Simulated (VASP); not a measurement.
Computed with RPBE GGA, VASP's PBE PAW potentials (set 64) (plane waves; VASP 6.6.1).

Input for VASP

**POSCAR**
```
Pb
1.0
  0.0000000000   2.5473266655   2.5473266655
  2.5473266655   0.0000000000   2.5473266655
  2.5473266655   2.5473266655   0.0000000000
Pb
1
direct
  0.0000000000   0.0000000000   0.0000000000
```

KPOINTS:
```
Regular mesh
0
Gamma
 11 11 11
0 0 0
```

### INCAR
```
! general
SYSTEM =Pb
PREC   =Accurate
ENCUT  =520
LREAL  =F
LASPH  =T

! electronic loop
EDIFF  =1E-6   ! SCF stop (eV)
NELM   =100   ! most electronic steps
ALGO   =Normal
LMAXMIX=4   ! l cut-off of mixed one-centre charges

! smearing
ISMEAR =1
SIGMA  =0.1   ! width (eV)

! functional
GGA    =RP   ! RPBE

! ions
IBRION =2   ! conjugate gradients
NSW    =60
ISIF   =3
EDIFFG =-0.01   ! ionic stop

! output
LWAVE  =F
LCHARG =F
```

POTCAR, in this order: Pb_d (PBE.64 set). Program: vasp_std.

What VASP printed:

**OSZICAR**
```
       N       E                     dE             d eps       ncg     rms          rms(c)
DAV:   1     0.101252278688E+03    0.10125E+03   -0.73680E+03  1252   0.144E+03
DAV:   2     0.155943551556E+01   -0.99693E+02   -0.97910E+02  1253   0.324E+02
DAV:   3    -0.306808842043E+01   -0.46275E+01   -0.45811E+01  1470   0.811E+01
DAV:   4    -0.317987139397E+01   -0.11178E+00   -0.11175E+00  1457   0.140E+01
DAV:   5    -0.318513534082E+01   -0.52639E-02   -0.52638E-02  1561   0.280E+00    0.435E-01
DAV:   6    -0.318109462845E+01    0.40407E-02   -0.10869E-02  1579   0.181E+00    0.245E-01
DAV:   7    -0.318080330347E+01    0.29132E-03   -0.56969E-03  1442   0.129E+00    0.917E-02
DAV:   8    -0.318099707808E+01   -0.19377E-03   -0.62952E-04  1391   0.438E-01    0.135E-02
DAV:   9    -0.318099260989E+01    0.44682E-05   -0.12590E-05  1519   0.618E-02    0.780E-03
DAV:  10    -0.318099126907E+01    0.13408E-05   -0.53853E-06  1367   0.362E-02    0.104E-03
DAV:  11    -0.318099114767E+01    0.12140E-06   -0.13533E-07   715   0.706E-03
   1 F= -.31809911E+01 E0= -.31810153E+01  d E =-.318099E+01
```

File OUTCAR:
```
------------------------ aborting loop because EDIFF is reached ----------------------------------------
  FORCE on cell =-STRESS in cart. coord.  units (eV):
  Direction    XX          YY          ZZ          XY          YZ          ZX
  --------------------------------------------------------------------------------------
  Total       -0.0022786     -0.0022786     -0.0022786     -0.0000000     -0.0000000      0.0000000
  in kB       -0.1104311     -0.1104311     -0.1104311     -0.0000000     -0.0000000      0.0000000
  external PRESSURE =      -0.1104311 kB  Pullay stress =       0.0000000 kB
  volume of cell :       33.06
      direct lattice vectors                 reciprocal lattice vectors
     0.000000000  2.547326665  2.547326665    -0.196284209  0.196284209  0.196284209
     2.547326665  0.000000000  2.547326665     0.196284209 -0.196284209  0.196284209
     2.547326665  2.547326665  0.000000000     0.196284209  0.196284209 -0.196284209
 POSITION                                       TOTAL-FORCE (eV/Angst)
 -----------------------------------------------------------------------------------
      0.00000      0.00000      0.00000        -0.000000      0.000000     -0.000000
 -----------------------------------------------------------------------------------
    total drift:                               -0.000000     -0.000000     -0.000000
  FREE ENERGIE OF THE ION-ELECTRON SYSTEM (eV)
  ---------------------------------------------------
  free  energy   TOTEN  =        -3.1809911477 eV

  energy  without entropy=       -3.1810635050  energy(sigma->0) =       -3.18101527

 reached required accuracy - stopping structural energy minimisation
```
(Selected blocks of OUTCAR.)

The compound is Pb in the fcc structure. It was relaxed first, which changed the volume by +9 %. The start is the result of an earlier pass.
